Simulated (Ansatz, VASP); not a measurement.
**TlS in two plane-wave programs**

Aim: how closely do two programs agree when they are given the same cell, functional and k mesh?

Program: Ansatz 0.2.0. Level of theory: plane waves, with VASP 6.6.1 beside it; single point at LDA. Results are calculated unless marked as measured.

The database entry behind the starting cell is an old determination (1949), so it need not match the best structure at ambient conditions.

**1. The starting structure**

The structure is tetragonal, space group I4/mcm (No. 140). The conventional cell has a = 7.786 Å, b = 7.786 Å, c = 6.800 Å, α = 90.00°, β = 90.00°, γ = 90.00°. Tl has 4 S at 2.60 Å nearest. Nearest to Tl lie 8 S at 3.33 Å and 2 Tl at 3.40 Å. S has 2 Tl at 2.60 Å nearest. Farther neighbours and most contacts between anions are not listed.

**2. Ansatz: single point, LDA**

Ansatz runs on its default PAW (the set named soft_2) files.

A single point gives forces, pressure and levels at one fixed geometry, so differences don't come from the geometry; what else differs is listed under the comparison.

Input file input.yaml:

```yaml
crystal:
  lattice:
    - [-3.893, 3.893, 3.4]
    - [3.893, -3.893, 3.4]
    - [3.893, 3.893, -3.4]
  atoms:
    - { symbol: Tl, position: [0.75, 0.25, 0.5] }
    - { symbol: Tl, position: [0.25, 0.75, 0.5] }
    - { symbol: Tl, position: [0.25, 0.25, 0.0] }
    - { symbol: Tl, position: [0.75, 0.75, 0.0] }
    - { symbol: S, position: [0.679, 0.179, 0.858] }
    - { symbol: S, position: [0.179, 0.321, 0.5] }
    - { symbol: S, position: [0.321, 0.821, 0.142] }
    - { symbol: S, position: [0.821, 0.679, 0.5] }
hamiltonian:
  xc: lda
  pseudopotentials: { kind: paw }
kpoints:
  mp_grid: { grid: [5, 5, 5] }
scf:
  occupations: { method: gaussian, width: 0.01 }
  n_extra_bands: 6
output:
  forces: true
  stress: true
  eigenvalues: true
```

Started as:

```
$ ansatz run input.yaml --threads 4 --pin off --max-ram 9216MiB --backend cpu --events-out ev --progress --plain --runs-dir out
```

Numbers of over 12 decimals in the logs are rounded to 6 here.

What it wrote:

```text
scf.n_extra_bands = 6 over 38 filled bands (N_el = 76.0): the run solves 44 bands
Engine: ansatz 0.2.0, x86_64-unknown-linux-gnu
Pseudopotentials: kind: paw
Pseudopotential: Tl, paw, valence charge 13, recommended cutoff 420 eV (normal), Tl.paw.azcp
Pseudopotential: S, paw, valence charge 6, recommended cutoff 420 eV (normal), S.paw.azcp
Functional definition: SPW92
  exchange = slater_x
  correlation = pw_c
Crystal: 8 atoms, lattice volume = 206.114 Å³
Basis set: ecut = 420 eV, 4039 PW (Γ)
Bands: 44, of which v1, the nominal top of the filled ones, is band 38 counted from 1 (37 counted from 0)
Symmetry: 16 space group operations
Space group: I4/mcm (ITA 140), of the structure as read, at distance tolerance 5.9e-5 Å
k-points: 18 of 125
Non-local potential: Tl, projectors of the file, l = 0: 2, l = 1: 2, l = 2: 2, l = 3: 1
Non-local potential: S, projectors of the file, l = 0: 2, l = 1: 2, l = 2: 2
PAW form: soft (Blöchl's): semilocal exchange-correlation on the pseudo side does not see the compensation charge
PAW frozen core: Tl, regenerated for the run's functional, and the local potential with it (the file was generated under x = pbe(κ = 0.804, μ = 0.219515), c = pbe(β = 0.066725))
PAW frozen core: S, regenerated for the run's functional, and the local potential with it (the file was generated under x = pbe(κ = 0.804, μ = 0.219515), c = pbe(β = 0.066725))
PAW one-centre angular grid: Tl, 590 points (default); XC on 64 Gauss nodes
PAW one-centre angular grid: S, 110 points (default); XC on 64 Gauss nodes
Initial density: superposition of atomic densities (neutral atoms: chi_scale 0, normalization atom), corrected by the library's trained network
Initial wavefunctions: pseudopotential atomic-orbital guess
Functional: x = slater, c = lda
SCF iter   1: F=—  HF=-48065.954865 eV  |F-HF|=—  |Δ(HF+E_count)|=         —  Δρ=6.41e-3  dr2=1.04e-1  ethr=1.77e-3  ⟨swp⟩=6.2  Hψ=2869  notcnv=0
preconditioner: auto → Resta (q_TF=auto, 2.310 Å⁻¹)  ε∞=5.5  [insulator: Δε(μ)=0.394 eV  Ē_g=10.680 eV  σ=0.010 eV  W_gap=1.00  n_scr=46 (ndim 8)  ℏωp=22.5 eV  f_vac=0.000  D(μ)=0.00/eV (n_scr^D=0)  ε∞_Penn≈5.5]
SCF iter   2: F=—  HF=-48065.930457 eV  |F-HF|=—  |Δ(HF+E_count)|=   2.44e-2  Δρ=2.92e-3  dr2=1.81e-2  ethr=1.37e-4  ⟨swp⟩=2.9  Hψ=1662  notcnv=0  defer=24
SCF iter   3: F=—  HF=-48065.924578 eV  |F-HF|=—  |Δ(HF+E_count)|=   5.88e-3  Δρ=5.81e-4  dr2=6.78e-4  ethr=2.38e-5  ⟨swp⟩=3.0  Hψ=1530  notcnv=0  defer=25
SCF iter   4: F=—  HF=-48065.924442 eV  |F-HF|=—  |Δ(HF+E_count)|=   1.37e-4  Δρ=1.16e-4  dr2=2.84e-5  ethr=8.92e-7  ⟨swp⟩=2.0  Hψ=1001  notcnv=0  defer=25
SCF iter   5: F=—  HF=-48065.924400 eV  |F-HF|=—  |Δ(HF+E_count)|=   4.17e-5  Δρ=2.94e-5  dr2=1.42e-6  ethr=3.74e-8  ⟨swp⟩=2.0  Hψ=1306  notcnv=0  defer=25
SCF iter   6: F=-48065.924401 eV  HF=-48065.924401 eV  |F-HF|=6.00e-9  |Δ(HF+E_count)|=   4.72e-7  Δρ=5.59e-6  dr2=5.32e-8  ethr=1.32e-10  ⟨swp⟩=9.4  Hψ=3464  notcnv=0
SCF 1 converged in 6 iterations: F = -48065.924401 eV  dr2 = 5.32e-8
  greatest PAW one-centre occupation: 0.966 electrons in one spin orbital (limit 2), on the Tl atom at site 1 (counted from 0), in its partial waves of l = 2
SCF converged after 6 iterations
Free energy (F): -48065.924401 eV
Harris-Foulkes:  -48065.924401 eV  (|F-HF|=6.00e-9)
Internal energy: -48065.924401 eV  (E = F + TS)
E sigma→0 (E₀):  -48065.924401 eV
Fermi energy:    7.295879 eV
--- Per-component energies (eV) ---
  E_band       = -84.466490
  E_kinetic    = 1758.539782
  E_local      = -4499.614994  (includes V_loc(G=0)·N_el)
  E_nonlocal   = 1406.845824
  E_hartree    = 1648.346842
  E_xc         = -1293.045065
  E_vxc        = -913.706735  (∫ρ·V_xc dr)
  E_paw        = -41755.023643  (= ΣΔE_a)
  E_vpaw       = -1133.230043  (= ΣTr[D̂ρ^β])
  E_aug_tail   = 0.000136  (compensation charges beyond the density's cutoff)
  E_ewald      = -5332.019829
  E_core_change = 0.046547  (= ΣΔE_core)
  E_smearing   = -0.000000  (= −TS)
  E_closure    = 0.000000  (closes the sum)
  Σ components = -48065.924401   (vs F -48065.924401, Δ=0.00e0)
--- Forces (eV/Å), atoms counted from 1 ---
  atom   1  Tl     0.00000000     0.00000000     0.00000000
  atom   2  Tl     0.00000000     0.00000000     0.00000000
  atom   3  Tl    -0.00000000     0.00000000     0.00000000
  atom   4  Tl    -0.00000000     0.00000000     0.00000000
  atom   5  S     -0.31662735    -0.31662735     0.00000000
  atom   6  S      0.31662735    -0.31662735     0.00000000
  atom   7  S      0.31662735     0.31662735     0.00000000
  atom   8  S     -0.31662735     0.31662735     0.00000000
  max |Σ_I F_I| component: 1.11e-16 eV/Å
--- Stress (GPa, compression-positive) ---
       -3.198540       0.000000       0.000000
        0.000000      -3.198540       0.000000
        0.000000       0.000000      -3.231760
  P = ⅓ Tr σ = -3.2096 GPa (-32.096 kbar)
--- Band table (eV; the first three rows and the last of 18) ---
  k-point 0: bands = [... 34 lower, 5.7301, 5.7301, 5.7337, 6.0439, 8.0155, 8.5921, 10.2002, 11.3925, ... 2 higher]
  k-point 1: bands = [... 34 lower, 5.3478, 5.7106, 6.0571, 6.1358, 7.9066, 8.4330, 9.7098, 11.2186, ... 2 higher]
  k-point 2: bands = [... 34 lower, 5.3477, 5.4892, 5.9276, 6.3384, 8.0529, 8.1192, 9.0303, 10.1231, ... 2 higher]
  k-point 17: bands = [... 34 lower, 5.3339, 5.3996, 5.8206, 6.9479, 8.0538, 8.3105, 8.7995, 9.6533, ... 2 higher]
```

It took 1.7 s on 4 threads of Intel Xeon Platinum 8488C (Sapphire Rapids), shared host; peak memory 0.7 GiB.

Reading the cycles: dr2 is the Hartree energy of the density residual (eV), the measure of convergence; HF is the Harris–Foulkes estimate of the energy, which meets the free energy F at convergence.

The run ends at a pressure of -3.21 GPa, with forces up to 0.45 eV/Å.

**3. VASP: single point, LDA**

The same cell, functional (in two slightly different forms), mesh and smearing now go to VASP, with its own data sets and cutoff.

Lines of VASP's logs that name or quote its potential files are left out, and so is its time.

Input file INCAR:

```
SYSTEM = TlS
PREC = Accurate
ENCUT = 400
EDIFF = 1E-07
NELM = 100
ISMEAR = 0
SIGMA = 0.01
LREAL = .FALSE.
ALGO = Normal
GGA = CA
NBANDS = 47
LORBIT = 11
LWAVE = .FALSE.
LCHARG = .FALSE.
KPAR = 4
```

Input file POSCAR:

```
TlS
1.0
   -3.8930000000      3.8930000000      3.4000000000
    3.8930000000     -3.8930000000      3.4000000000
    3.8930000000      3.8930000000     -3.4000000000
Tl S
4 4
Direct
    0.7500000000      0.2500000000      0.5000000000
    0.2500000000      0.7500000000      0.5000000000
    0.2500000000      0.2500000000      0.0000000000
    0.7500000000      0.7500000000      0.0000000000
    0.6790000000      0.1790000000      0.8580000000
    0.1790000000      0.3210000000      0.5000000000
    0.3210000000      0.8210000000      0.1420000000
    0.8210000000      0.6790000000      0.5000000000
```

Input file KPOINTS:

```
Automatic mesh
0
Gamma
5 5 5
0 0 0
```

The projector-augmented-wave data sets are Tl_d and S (PBE family, release 64).

Started as:

```
$ mpirun -np 4 vasp_std
```

What it wrote:

```text
[banner, memory and clock lines left out]
running    4 mpi-ranks, on    1 nodes
 distrk:  each k-point on    1 cores,    4 groups
 distr:  one band on    1 cores,    1 groups

 POSCAR found type information on POSCAR TlS
 POSCAR found :  2 types and       8 ions
|                                                                             |
|               ----> ADVICE to this user running VASP <----                  |
|                                                                             |
|     You enforced a specific xc type in the INCAR file but a different       |
|     [... a line on the potential file left out ...]
|     I HOPE YOU KNOW WHAT YOU ARE DOING!                                     |
|                                                                             |

 LDA part: xc-table for (Slater(with rela. corr.)+CA(PZ))
 , standard interpolation
 POSCAR, INCAR and KPOINTS ok, starting setup
 FFT: planning ... GRIDC
 FFT: planning ... GRID_SOFT
 FFT: planning ... GRID
 WAVECAR not read
 entering main loop
       N       E                     dE             d eps       ncg     rms          rms(c)
DAV:   1     0.380931929206E+03    0.38093E+03   -0.33118E+04  1692   0.120E+03
DAV:   2    -0.125133610464E+02   -0.39345E+03   -0.38372E+03  1968   0.278E+02
DAV:   3    -0.333431258120E+02   -0.20830E+02   -0.20627E+02  2035   0.546E+01
DAV:   4    -0.336533171182E+02   -0.31019E+00   -0.30965E+00  1875   0.726E+00
DAV:   5    -0.336594878654E+02   -0.61707E-02   -0.61699E-02  2031   0.101E+00    0.140E+01
DAV:   6    -0.321768782944E+02    0.14826E+01   -0.31904E+00  1794   0.103E+01    0.105E+01
DAV:   7    -0.321507478428E+02    0.26130E-01   -0.10550E+00  1980   0.404E+00    0.410E+00
DAV:   8    -0.321312022771E+02    0.19546E-01   -0.12331E-01  1840   0.200E+00    0.104E+00
DAV:   9    -0.321285355499E+02    0.26667E-02   -0.15448E-02  1916   0.667E-01    0.130E-01
DAV:  10    -0.321285430096E+02   -0.74598E-05   -0.17698E-03  1903   0.180E-01    0.725E-02
DAV:  11    -0.321285485441E+02   -0.55345E-05   -0.25912E-04  1916   0.833E-02    0.231E-02
DAV:  12    -0.321285425389E+02    0.60052E-05   -0.26788E-05  1911   0.306E-02    0.116E-02
DAV:  13    -0.321285429965E+02   -0.45765E-06   -0.68136E-06  1956   0.108E-02    0.465E-03
DAV:  14    -0.321285428993E+02    0.97236E-07   -0.78720E-07  1801   0.486E-03
   1 F= -.32128543E+02 E0= -.32128543E+02  d E =-.103615E-34
```

From OUTCAR (step 3):

```text
ion  position               nearest neighbor table
   1  0.750  0.250  0.500-   5 2.60   7 2.60   6 2.60   8 2.60   2 3.40   2 3.40   4 3.89   4 3.89
                             3 3.89   3 3.89
   2  0.250  0.750  0.500-   7 2.60   5 2.60   6 2.60   8 2.60   1 3.40   1 3.40   4 3.89   3 3.89
                             4 3.89   3 3.89
   3  0.250  0.250  0.000-   7 3.33   5 3.33   8 3.33   8 3.33   6 3.33   6 3.33   7 3.33   5 3.33
                             4 3.40   4 3.40   2 3.89   1 3.89   1 3.89   2 3.89
   4  0.750  0.750  0.000-   7 3.33   5 3.33   6 3.33   6 3.33   8 3.33   8 3.33   5 3.33   7 3.33
                             3 3.40   3 3.40   1 3.89   2 3.89   1 3.89   2 3.89
   5  0.679  0.179  0.858-   1 2.60   2 2.60   3 3.33   4 3.33   3 3.33   4 3.33
   6  0.179  0.321  0.500-   1 2.60   2 2.60   4 3.33   4 3.33   3 3.33   3 3.33
   7  0.321  0.821  0.142-   2 2.60   1 2.60   3 3.33   4 3.33   3 3.33   4 3.33
   8  0.821  0.679  0.500-   1 2.60   2 2.60   3 3.33   3 3.33   4 3.33   4 3.33

  LATTYP: Found a body centered tetragonal cell.
 ALAT       =     7.7860000000
 C/A-ratio  =     0.8733624454

 Subroutine GETGRP returns: Found 16 space group operations
 (whereof  8 operations were pure point group operations)

The static configuration has the point symmetry C_4h.
 The point group associated with its full space group is D_4h.

 Found     18 irreducible k-points:

   k-points           NKPTS =     18   k-points in BZ     NKDIM =     18   number of bands    NBANDS=     47

   dimension x,y,z NGX =    42 NGY =   42 NGZ =   42
   dimension x,y,z NGXF=    84 NGYF=   84 NGZF=   84

   ENCUT  =  400.0 eV  29.40 Ry    5.42 a.u.  10.55 10.55 10.55*2*pi/ulx,y,z

   NELECT =      76.0000    total number of electrons

 k-points in reciprocal lattice and weights: Automatic mesh
   0.00000000  0.00000000  0.00000000       0.008
   0.20000000 -0.00000000  0.00000000       0.064
   0.40000000  0.00000000  0.00000000       0.064
   0.20000000  0.20000000  0.00000000       0.064
   0.40000000  0.20000000  0.00000000       0.128
  -0.40000000  0.20000000  0.00000000       0.128
  -0.20000000  0.20000000  0.00000000       0.032
   0.40000000  0.40000000  0.00000000       0.064
  -0.40000000  0.40000000  0.00000000       0.032
[...]
-0.40000000  0.40000000  0.40000000       0.032
  -0.40000000 -0.40000000  0.40000000       0.016

 average (electrostatic) potential at core
       1 -84.6697       2 -84.6697       3 -84.0591       4 -84.0591       5 -86.5539
       6 -86.5539       7 -86.5539       8 -86.5539

 E-fermi :   4.6015

 k-point     1 :       0.0000    0.0000    0.0000
  band No.  band energies     occupation
    ...
     34       1.3728      2.00000
     35       3.1476      2.00000
     36       3.1476      2.00000
     37       3.1559      2.00000
     38       3.4600      2.00000
     39       5.4566      0.00000
     40       6.0328      0.00000
     41       7.6210      0.00000
     42       8.8228      0.00000
     43       8.8228      0.00000
    ...

 k-point     2 :       0.2000   -0.0000    0.0000
  band No.  band energies     occupation
    ...
     34       2.4938      2.00000
     35       2.8213      2.00000
     36       3.1302      2.00000
     37       3.2088      2.00000
     38       3.5267      2.00000
     39       5.6321      0.00000
     40       5.6687      0.00000
     41       7.4344      0.00000
     42       8.4022      0.00000
     43       8.5338      0.00000
    ...

 k-point     3 :       0.4000    0.0000    0.0000
  band No.  band energies     occupation
    ...
     34       2.5627      2.00000
     35       2.8629      2.00000
     36       3.2189      2.00000
     37       3.3486      2.00000
     38       3.3989      2.00000
     39       5.3536      0.00000
     40       5.7921      0.00000
     41       7.3850      0.00000
     42       7.6369      0.00000
     43       8.1050      0.00000
    ...

  Total       -3.9836821     -3.9836821     -3.9649593      0.0000000      0.0000000      0.0000000
  in kB      -30.9661736    -30.9661736    -30.8206363      0.0000000      0.0000000      0.0000000
  external PRESSURE =     -30.9176612 kB  Pullay stress =       0.0000000 kB

  energy-cutoff  :      400.00
  volume of cell :      206.11
      direct lattice vectors                 reciprocal lattice vectors
    -3.893000000  3.893000000  3.400000000     0.000000000  0.128435654  0.147058824
     3.893000000 -3.893000000  3.400000000     0.128435654  0.000000000  0.147058824
     3.893000000  3.893000000 -3.400000000     0.128435654  0.128435654  0.000000000

 POSITION                                       TOTAL-FORCE (eV/Angst)
 -----------------------------------------------------------------------------------
      0.00000      3.89300      1.70000         0.000000     -0.000000      0.000000
      3.89300      0.00000      1.70000         0.000000     -0.000000      0.000000
      0.00000      0.00000      1.70000         0.000000     -0.000000      0.000000
      0.00000      0.00000      5.10000         0.000000     -0.000000      0.000000
      1.39369      5.28669      0.00000        -0.300069     -0.300069      0.000000
      2.49931      1.39369      0.00000         0.300069     -0.300069      0.000000
      2.49931     -1.39369      3.40000         0.300069      0.300069     -0.000000
      1.39369      2.49931      3.40000        -0.300069      0.300069     -0.000000
 -----------------------------------------------------------------------------------
    total drift:                               -0.000000      0.000000     -0.000000

  FREE ENERGIE OF THE ION-ELECTRON SYSTEM (eV)
  ---------------------------------------------------
  free  energy   TOTEN  =       -32.1285428993 eV

  energy  without entropy=      -32.1285428993  energy(sigma->0) =      -32.12854290

 total charge
# of ion       s       p       d       tot
------------------------------------------
    1        0.956   0.540   9.722  11.219
    2        0.956   0.540   9.722  11.219
    3        1.277   0.184   9.662  11.124
    4        1.277   0.184   9.662  11.124
    5        1.354   2.247   0.000   3.602
    6        1.354   2.247   0.000   3.602
    7        1.354   2.247   0.000   3.602
    8        1.354   2.247   0.000   3.602
--------------------------------------------------
tot          9.884  10.439  38.769  59.092

[... 3 further parts left out ...]
```

The PAW data sets were made with PBE, though LDA sets exist; this is a small mismatch.

**4. Side by side**

Known differences besides the potentials themselves: the two LDA forms differ slightly; the cutoff is 420 eV in Ansatz and 400 eV in VASP; Ansatz makes its cores anew for this functional, VASP keeps those of its PBE data sets; VASP's log shows a relativistic correction to its local exchange, Ansatz's none. Total energies have different zeros and are not compared.

Compared:

```
              quantity  Ansatz   VASP  difference
        pressure (GPa)   -3.21  -3.09       -0.12
gap on the k mesh (eV)   0.428  0.434      -0.006
```

Forces (eV/Å; atoms numbered as in POSCAR):

```
atom         Ansatz x, y, z           VASP x, y, z
 Tl1    0.000, 0.000, 0.000    0.000, 0.000, 0.000
 Tl2    0.000, 0.000, 0.000    0.000, 0.000, 0.000
 Tl3    0.000, 0.000, 0.000    0.000, 0.000, 0.000
 Tl4    0.000, 0.000, 0.000    0.000, 0.000, 0.000
  S5  -0.317, -0.317, 0.000  -0.300, -0.300, 0.000
  S6   0.317, -0.317, 0.000   0.300, -0.300, 0.000
  S7    0.317, 0.317, 0.000    0.300, 0.300, 0.000
  S8   -0.317, 0.317, 0.000   -0.300, 0.300, 0.000
```

The forces differ by 9.6 meV/Å r.m.s., which is 5.5 % of the r.m.s. force of 0.17 eV/Å (both taken over all components). A gap on the mesh is an upper bound, since the band edges may lie between its points; neither run holds spin-orbit coupling, which can move the band edges of a compound of Tl. Ansatz's pressure holds a Pulay correction of 0.03 GPa; VASP's holds none.

**5. What came out**

```json
{
  "r.m.s. force difference (single point, LDA)": "9.6 meV/Å"
}
```

What this shows: The r.m.s. force difference is 9.6 meV/Å (single point, LDA), within the 12 meV/Å picked in this series as the mark of a large difference. How closely two codes agree says nothing of how well the functional describes the real material.

[Lines on the potential files, build, host, timing and source positions are cut from VASP's logs without a mark.]

[Logs are printed without paths, hosts, clocks, repeated set-up lines and the standing remarks that a program may print on its own settings, such as how far it seeks lower states.]

[Hosts, paths, dates, database ids (printed as entryN), source tags and the programs' standing remarks are cut or masked in the printed files.]

[VASP's PBE data sets in a run with another functional are called a small mismatch above; for pressures it isn't always small: they can move by 1 GPa and more.]
